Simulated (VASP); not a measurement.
Consider the following.

```
CELL_PARAMETERS angstrom
      0.00000     2.94449     2.94449
      2.94449     0.00000     2.94449
      2.94449     2.94449     0.00000
ATOMIC_POSITIONS crystal
  Ta 0.75000 0.75000 0.75000
  Ta 0.50000 0.50000 0.50000
```

Computed with PBEsol GGA, VASP's PBE PAW potentials (set 64) (plane waves; VASP 6.6.1). Numerical set-up: 400 eV cut-off, 10×10×10 Γ-centred mesh, first-order Methfessel-Paxton smearing of 0.10 eV, potentials Ta_pv.

Energy and stress use the plane-wave basis of the starting cell.

**Question.** The ions, cell shape and volume are relaxed. Predict the relaxed structure.

**Answer.** 
```
CELL_PARAMETERS angstrom
      0.00000     3.00371     3.00371
      3.00371     0.00000     3.00371
      3.00371     3.00371     0.00000
ATOMIC_POSITIONS crystal
  Ta 0.75000 0.75000 0.75000
  Ta 0.50000 0.50000 0.50000
```
Space group Fd-3m (227), at a tolerance of 0.03 Å.

**Question.** How do energy and volume change from the first to the last step?

**Answer.** The energy (σ→0) changes by -23.3 meV/atom and the volume by +6.2 %, in 3 ionic steps.

The structure was generated: Ta was put into the diamond type (Fd-3m), which need not be its known phase. This run relaxes it. Symmetry was kept, so distortions that lower it aren't found.
